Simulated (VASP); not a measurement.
Calculation: PBE GGA, VASP's PBE PAW potentials (set 64) (plane waves; VASP 6.6.1).

A VASP calculation is set up with these files.

### INCAR
```
# general
SYSTEM =Ti3Al
PREC   =Accurate
ENCUT  =300
LREAL  =.FALSE.
LASPH  =.TRUE.

# electronic loop
EDIFF  =1E-6
NELM   =100
ALGO   =Normal
LMAXMIX=4

# smearing
ISMEAR =-1
SIGMA  =0.1

# functional
GGA    =PE

# ions
ISIF   =2

# output
LWAVE  =.FALSE.
LCHARG =.FALSE.
```

**KPOINTS**
```
Automatic
0
Gamma
  5 5 5
0 0 0
```

**POSCAR**
```
Ti3Al
1
    5.6252740000     0.0000000000     0.0000000000
   -2.8126370000     4.8716300000     0.0000000000
    0.0000000000     0.0000000000     4.5319190000
Ti Al
6 2
Direct
  0.8299000000   0.6598000000   0.2500000000
  0.1701000000   0.3402000000   0.7500000000
  0.1701000000   0.8299000000   0.7500000000
  0.8299000000   0.1701000000   0.2500000000
  0.3402000000   0.1701000000   0.2500000000
  0.6598000000   0.8299000000   0.7500000000
  0.3333330000   0.6666670000   0.2500000000
  0.6666670000   0.3333330000   0.7500000000
```

POTCAR, in this order: Ti_sv Al (PBE.64 set). Program: vasp_std.

### Question
What will the output report for the number of irreducible k-points (NKPTS), largest plane-wave count, number of space-group operations, FFT grid (NGX, NGY, NGZ)?

### Answer

| Item | Result |
|---|---|
| number of irreducible k-points (NKPTS) | 15 |
| largest plane-wave count | 1476 |
| number of space-group operations | 24 |
| FFT grid (NGX, NGY, NGZ) | 32 × 32 × 28 |

The structure comes from a computed database's Ti3Al entry; how it stands against other phases isn't given here. The cell was not relaxed at this level.
